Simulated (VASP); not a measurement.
Output of a VASP run:

File OSZICAR:
```
       N       E                     dE             d eps       ncg     rms          rms(c)
DAV:   1     0.155421893450E+03    0.15542E+03   -0.10942E+04  5184   0.134E+03
DAV:   2    -0.677622532953E+01   -0.16220E+03   -0.15812E+03  5237   0.292E+02
DAV:   3    -0.146654712730E+02   -0.78892E+01   -0.77345E+01  5760   0.845E+01
DAV:   4    -0.148214773976E+02   -0.15601E+00   -0.15563E+00  5657   0.112E+01
DAV:   5    -0.148258358351E+02   -0.43584E-02   -0.43577E-02  6094   0.194E+00    0.877E+00
DAV:   6    -0.146856497457E+02    0.14019E+00   -0.27300E+00  5606   0.308E+01    0.466E+00
DAV:   7    -0.145193765587E+02    0.16627E+00   -0.19898E+00  5635   0.286E+01    0.454E+00
DAV:   8    -0.144138455361E+02    0.10553E+00   -0.66521E-01  5863   0.131E+01    0.464E-01
DAV:   9    -0.144134084947E+02    0.43704E-03   -0.22010E-02  5730   0.158E+00    0.265E-01
DAV:  10    -0.144134276659E+02   -0.19171E-04   -0.40719E-03  5643   0.795E-01    0.999E-02
DAV:  11    -0.144134062872E+02    0.21379E-04   -0.41354E-04  5838   0.343E-01    0.275E-02
DAV:  12    -0.144134014381E+02    0.48491E-05   -0.38756E-05  6518   0.112E-01    0.104E-02
DAV:  13    -0.144134007123E+02    0.72582E-06   -0.41002E-06  5469   0.292E-02
   1 F= -.14413401E+02 E0= -.14413725E+02  d E =0.972871E-03
```

**OUTCAR**
```
------------------------ aborting loop because EDIFF is reached ----------------------------------------
  FORCE on cell =-STRESS in cart. coord.  units (eV):
  Direction    XX          YY          ZZ          XY          YZ          ZX
  --------------------------------------------------------------------------------------
  Total       -0.4300147     -1.0287241      0.1622417      0.4771238      0.0000000      0.0000000
  in kB      -10.0585320    -24.0630221      3.7950170     11.1604670      0.0000000      0.0000000
  external PRESSURE =     -10.1088457 kB  Pullay stress =       0.0000000 kB
  volume of cell :       68.50
      direct lattice vectors                 reciprocal lattice vectors
     1.962126000 -3.430015000  0.000000000     0.254825633 -0.145771957  0.000000000
     1.962126000  3.430015000  0.000000000     0.254825633  0.145771957  0.000000000
     0.000000000  0.000000000  5.088695000     0.000000000  0.000000000  0.196514037
 POSITION                                       TOTAL-FORCE (eV/Angst)
 -----------------------------------------------------------------------------------
      0.00000      0.00000      2.54435         0.263570      0.030582     -0.033185
      0.00000      0.00000      0.00000         0.263570      0.030582      0.033185
      1.96213      1.14334      1.27217         0.058308      0.048348      0.000000
      2.05273     -1.14334      3.81652        -0.585448     -0.109511      0.000000
 -----------------------------------------------------------------------------------
    total drift:                                0.000032      0.000031     -0.000000
  FREE ENERGIE OF THE ION-ELECTRON SYSTEM (eV)
  ---------------------------------------------------
  free  energy   TOTEN  =       -14.4134007123 eV

  energy  without entropy=      -14.4143735838  energy(sigma->0) =      -14.41372500

 total charge

# of ion       s       p       d       tot
------------------------------------------
    1        0.424   0.447   8.727   9.598
    2        0.424   0.447   8.727   9.598
    3        1.141   1.196   0.068   2.406
    4        1.142   1.197   0.069   2.408
--------------------------------------------------
tot          3.132   3.287  17.591  24.010
```
(Selected blocks of OUTCAR.)

**POSCAR**
```
NiSb
1
    1.9621260000    -3.4300150000     0.0000000000
    1.9621260000     3.4300150000     0.0000000000
    0.0000000000     0.0000000000     5.0886950000
Ni Sb
2 2
Direct
  0.0000000000   0.0000000000   0.5000000000
  0.0000000000   0.0000000000   0.0000000000
  0.3333330000   0.6666670000   0.2500000000
  0.6897540000   0.3564200000   0.7500000000
```

Problem. Write an INCAR and KPOINTS that could have produced this output.

Solution. This is not unique; one that fits is the input of the run itself, PBE GGA + U (Dudarev), plane waves, VASP's PBE PAW potentials (set 64).

**KPOINTS**
```
Automatic mesh
0
Gamma
8 8 6
0 0 0
```

INCAR:
```
ALGO = Normal
EDIFF = 1E-6
ENCUT = 400
GGA = PE
ISIF = 2
ISMEAR = 1
LASPH = .TRUE.
LCHARG = .FALSE.
LDAU = .TRUE.
LDAUJ = 0 0
LDAUL = 2 -1
LDAUPRINT = 1
LDAUTYPE = 2
LDAUU = 5.0 0
LMAXMIX = 2
LORBIT = 10
LREAL = .FALSE.
LWAVE = .FALSE.
NELM = 100
PREC = Accurate
SIGMA = 0.1
SYSTEM = NiSb
```

POTCAR, in this order: Ni Sb (PBE.64 set). Program: vasp_std.

The compound is NiSb in the NiAs type structure. The cell was not relaxed at this level, atoms are displaced from their ideal sites. The run is one of a series of settings (LDAU = .TRUE., LDAUJ = 0 0, LDAUL = 2 -1, LDAUTYPE = 2, LDAUU = 5.0 0, LMAXMIX = 2 against the base run), some of them coarse on purpose. The run is not spin-polarised, so no magnetic state was tried.
